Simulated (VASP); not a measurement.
Data:

```
CELL_PARAMETERS angstrom
      0.00000     2.72500     2.72500
      2.72500     0.00000     2.72500
      2.72500     2.72500     0.00000
ATOMIC_POSITIONS crystal
  Ga 0.00000 0.00000 0.00000
  P  0.25000 0.25000 0.25000
```

Method: G0W0 on PBE orbitals, VASP's PBE PAW potentials (set 64) (plane waves; VASP). Settings: PREC = Normal, 500 eV cut-off, 6×6×6 Γ-centred mesh, Gaussian smearing of 0.010 eV, potentials Ga_d_GW P_GW.

The mesh is coarse and the basis finite, so the quasiparticle values are not converged.

NBANDS = 128, ENCUTGW = 180 eV, NOMEGA = 64. The PBE levels (eV) that the step starts from are:

| state | KS energy | filling |
|---|---|---|
| k1 (0.00, 0.00, 0.00), band 6 | -8.13 | 2 |
| k1 (0.00, 0.00, 0.00), band 7 | 4.37 | 2 |
| k1 (0.00, 0.00, 0.00), band 8 | 4.37 | 2 |
| k1 (0.00, 0.00, 0.00), band 9 | 4.37 | 2 |
| k1 (0.00, 0.00, 0.00), band 10 | 6.19 | 0 |
| k1 (0.00, 0.00, 0.00), band 11 | 8.25 | 0 |
| k1 (0.00, 0.00, 0.00), band 12 | 8.25 | 0 |
| k1 (0.00, 0.00, 0.00), band 13 | 8.25 | 0 |
| k4 (0.50, 0.00, 0.00), band 6 | -6.06 | 2 |
| k4 (0.50, 0.00, 0.00), band 7 | -2.27 | 2 |
| k4 (0.50, 0.00, 0.00), band 8 | 3.25 | 2 |
| k4 (0.50, 0.00, 0.00), band 9 | 3.25 | 2 |
| k4 (0.50, 0.00, 0.00), band 10 | 6.04 | 0 |
| k4 (0.50, 0.00, 0.00), band 11 | 9.08 | 0 |
| k4 (0.50, 0.00, 0.00), band 12 | 9.08 | 0 |
| k4 (0.50, 0.00, 0.00), band 13 | 12.65 | 0 |
| k15 (-0.33, 0.33, 0.17), band 6 | -5.40 | 2 |
| k15 (-0.33, 0.33, 0.17), band 7 | -2.03 | 2 |
| k15 (-0.33, 0.33, 0.17), band 8 | 0.68 | 2 |
| k15 (-0.33, 0.33, 0.17), band 9 | 1.89 | 2 |
| k15 (-0.33, 0.33, 0.17), band 10 | 8.28 | 0 |
| k15 (-0.33, 0.33, 0.17), band 11 | 8.92 | 0 |
| k15 (-0.33, 0.33, 0.17), band 12 | 10.71 | 0 |
| k15 (-0.33, 0.33, 0.17), band 13 | 12.19 | 0 |

Problem. Give the quasiparticle energies and renormalisation factors Z.

Solution. 
```tsv
state	QP energy (eV)	Z
k1 (0.00, 0.00, 0.00), band 6	-8.58	0.64
k1 (0.00, 0.00, 0.00), band 7	3.82	0.76
k1 (0.00, 0.00, 0.00), band 8	3.82	0.76
k1 (0.00, 0.00, 0.00), band 9	3.82	0.76
k1 (0.00, 0.00, 0.00), band 10	6.54	0.77
k1 (0.00, 0.00, 0.00), band 11	8.47	0.77
k1 (0.00, 0.00, 0.00), band 12	8.47	0.77
k1 (0.00, 0.00, 0.00), band 13	8.47	0.77
k4 (0.50, 0.00, 0.00), band 6	-6.60	0.68
k4 (0.50, 0.00, 0.00), band 7	-2.85	0.70
k4 (0.50, 0.00, 0.00), band 8	2.64	0.76
k4 (0.50, 0.00, 0.00), band 9	2.64	0.76
k4 (0.50, 0.00, 0.00), band 10	6.29	0.78
k4 (0.50, 0.00, 0.00), band 11	9.27	0.76
k4 (0.50, 0.00, 0.00), band 12	9.27	0.76
k4 (0.50, 0.00, 0.00), band 13	12.51	0.75
k15 (-0.33, 0.33, 0.17), band 6	-5.93	0.68
k15 (-0.33, 0.33, 0.17), band 7	-2.58	0.70
k15 (-0.33, 0.33, 0.17), band 8	0.02	0.73
k15 (-0.33, 0.33, 0.17), band 9	1.25	0.74
k15 (-0.33, 0.33, 0.17), band 10	8.52	0.76
k15 (-0.33, 0.33, 0.17), band 11	9.03	0.76
k15 (-0.33, 0.33, 0.17), band 12	10.94	0.73
k15 (-0.33, 0.33, 0.17), band 13	12.29	0.75
```
On the mesh the gap opens from 1.65 to 2.17 eV.

The compound is GaP in the zinc blende structure. The cell was not relaxed at this level.
